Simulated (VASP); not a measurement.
VASP ran on this input.

### INCAR
```
ALGO=Normal
NSW=40
PSTRESS=300
ENCUT=620
NELM=100   # most electronic steps
ISMEAR=1   # Methfessel-Paxton
LWAVE=.FALSE.
LCHARG=.FALSE.
EDIFFG=-0.02   # ionic stop
SYSTEM=MgB2
SIGMA=0.1
LASPH=.TRUE.   # aspherical one-centre terms
IBRION=2
EDIFF=1E-6
LREAL=.FALSE.   # projection in real space or not
ISIF=3   # ions, shape and volume
PREC=Accurate
```

### POSCAR
```
MgB2
1
    1.4590852457    -2.5272091009     0.0000000000
    1.4590852457     2.5272091009     0.0000000000
   -0.0000000000     0.0000000000     3.2156958582
Mg B
1 2
Direct
  0.0000000000   0.0000000000   0.0000000000
  0.3333330000   0.6666670000   0.5000000000
  0.6666670000   0.3333330000   0.5000000000
```

### KPOINTS
```
K-points
0
gamma
12 12 10
```

POTCAR, in this order: Mg B (LDA.64 set). Program: vasp_std.

**Question.** Write an equivalent input for Ansatz.

**Answer.** One equivalent input (not run):
Ansatz 0.2 input:
```yaml
crystal:
  lattice:
    - [1.4590852, -2.5272091, 0.0000000]
    - [1.4590852, 2.5272091, 0.0000000]
    - [0.0000000, 0.0000000, 3.2156959]
  atoms:
    - { symbol: Mg, position: [0.0000000, 0.0000000, 0.0000000] }
    - { symbol: B, position: [0.3333330, 0.6666670, 0.5000000] }
    - { symbol: B, position: [0.6666670, 0.3333330, 0.5000000] }
kpoints:
  mp_grid: { grid: [12, 12, 10] }
hamiltonian:
  xc: lda
  pseudopotentials: { kind: paw }
scf:
  occupations: { method: methfessel_paxton, width: 0.1 }
  max_iter: 100
relax:
  max_steps: 40
  f_tol: 0.02
  cell: { p_target: 30 }
output: { forces: true, stress: true, eigenvalues: true }
```
What does not carry over: each code has its own PAW files, so the cut-off isn't converted (ENCUT is set for VASP's; basis.ecutwfc is left out, and Ansatz then takes the one that its files recommend); Ansatz stops its SCF on the density residual and VASP on the energy change (EDIFF); Ansatz's lda is the Perdew-Wang form, while the LDA potentials of VASP carry Perdew-Zunger's.

The compound is MgB2 in the AlB2 type structure. This run relaxes it under an external pressure of 30 GPa. Symmetry was kept, so distortions that lower it aren't found.
